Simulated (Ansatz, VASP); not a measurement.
## GaGe in VASP and in Ansatz

INCAR

```
PREC = Accurate ; ENCUT = 520
EDIFF = 1E-7 ; ISMEAR = -1
SIGMA = 0.05 ; LREAL = F
LASPH = T ; NELM = 80
ALGO = Normal ; ISIF = 2
LWAVE = F ; LCHARG = F
GGA = PS ; NBANDS = 20
```

The input KPOINTS:

```
regular mesh
0
Gamma
  8 8 8
```

POSCAR

```
GaGe
1.0
    0.0000000000      2.8978440000      2.8978440000
    2.8978440000      0.0000000000      2.8978440000
    2.8978440000      2.8978440000      0.0000000000
Ge Ga
1 1
Direct
   -0.0072340000     -0.0102740000      0.0253490000
    0.2399690000      0.2466220000      0.2642740000
```

input.yaml

```yaml
crystal:
  lattice:
    - [0.0, 2.897844, 2.897844]
    - [2.897844, 0.0, 2.897844]
    - [2.897844, 2.897844, 0.0]
  atoms:
    - { symbol: Ge, position: [-0.007234, -0.010274, 0.025349] }
    - { symbol: Ga, position: [0.239969, 0.246622, 0.264274] }
hamiltonian:
  xc: pbesol
  pseudopotentials: { kind: paw }
kpoints:
  mp_grid: { grid: [8, 8, 8] }
scf:
  occupations: { method: fermi_dirac, width: 0.05 }
output:
  forces: true
  stress: true
  eigenvalues: true
```

Change from the starting cell: atoms moved at random, drawn with an rms of 0.05 Å.

Alike in both runs: task single point; functional PBEsol; k mesh 8 × 8 × 8; occupations fermi-dirac, width 0.05 eV; no spin polarisation.

```csv
,VASP,Ansatz
version,VASP 6.6.1,Ansatz 0.2.0
potentials or method,"VASP PAW PBE potentials, release 64 (Ge_d, Ga_d)",Ansatz PAW
plane-wave cutoff (eV),520,420
valence electrons in the cell,27,27
```

Ansatz gave:

```
gap on the k mesh at the Fermi level (eV)       : none
pressure (GPa)                                  : -2.4
largest component of the traceless stress (GPa) : 1.00
rms of the force components (eV/Å)              : 0.116
```

Q: What did VASP give for the same quantities?

A: gap on the k mesh at the Fermi level (eV): none; pressure (GPa): -2.4; largest component of the traceless stress (GPa): 1.00; rms of the force components (eV/Å): 0.115.

Atom by atom the forces differ by 0.000 eV/Å (rms over components). A gap of «none» marks a metal or a gap that the smearing closes.

Caveats: the PAW data sets were made with another functional, which shifts forces and pressure a little (VASP); the PAW data sets come from PBE, with cores solved anew for the run's functional, which leaves a small shift of forces and pressure (Ansatz).
